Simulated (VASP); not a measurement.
VASP ran on this input.

### INCAR
```
SYSTEM = Cd(GaSe2)2
PREC = Accurate
ENCUT = 300
EDIFF = 1E-6
NELM = 100
ALGO = Normal
LREAL = .FALSE.
LASPH = .TRUE.
ISMEAR = 0
SIGMA = 0.01
GGA = PS
LMAXMIX = 4
LWAVE = .FALSE.
LCHARG = .FALSE.
ISIF = 2
```

KPOINTS:
```
Automatic mesh
0
Gamma
3 3 3
0 0 0
```

POSCAR:
```
Cd(GaSe2)2
1
   -2.7993240000     2.7993240000     5.2325710000
    2.7993240000    -2.7993240000     5.2325710000
    2.7993240000     2.7993240000    -5.2325710000
Cd Ga Se
1 2 4
Direct
  0.0000000000   0.0000000000   0.0000000000
  0.2500000000   0.7500000000   0.5000000000
  0.5000000000   0.5000000000   0.0000000000
  0.8651200000   0.4004300000   0.9896700000
  0.5995700000   0.5892400000   0.4646900000
  0.4107600000   0.8754500000   0.0103300000
  0.1245500000   0.1348800000   0.5353100000
```

POTCAR, in this order: Cd Ga_d Se (PBE.64 set). Program: vasp_std.

Question: Write an equivalent input for Ansatz.

Answer: One equivalent input (not run):
Ansatz 0.2 input:
```yaml
crystal:
  lattice:
    - [-2.7993240, 2.7993240, 5.2325710]
    - [2.7993240, -2.7993240, 5.2325710]
    - [2.7993240, 2.7993240, -5.2325710]
  atoms:
    - { symbol: Cd, position: [0.0000000, 0.0000000, 0.0000000] }
    - { symbol: Ga, position: [0.2500000, 0.7500000, 0.5000000] }
    - { symbol: Ga, position: [0.5000000, 0.5000000, 0.0000000] }
    - { symbol: Se, position: [0.8651200, 0.4004300, 0.9896700] }
    - { symbol: Se, position: [0.5995700, 0.5892400, 0.4646900] }
    - { symbol: Se, position: [0.4107600, 0.8754500, 0.0103300] }
    - { symbol: Se, position: [0.1245500, 0.1348800, 0.5353100] }
kpoints:
  mp_grid: { grid: [3, 3, 3] }
hamiltonian:
  xc: pbesol
  pseudopotentials: { kind: paw }
scf:
  occupations: { method: gaussian, width: 0.01 }
  max_iter: 100
output: { forces: true, stress: true, eigenvalues: true }
```
What does not carry over: each code has its own PAW files, so the cut-off isn't converted (ENCUT is set for VASP's; basis.ecutwfc is left out, and Ansatz then takes the one that its files recommend); Ansatz stops its SCF on the density residual and VASP on the energy change (EDIFF).

The structure comes from a computed database's CdGa2Se4 entry (I-4); how it stands against other phases isn't given here. The cell was not relaxed at this level, and its volume differs by -5.9 % from the start's. The k-mesh is coarse (spacing up to 0.53 per Å, 2π included), so the numbers may not be converged in it.
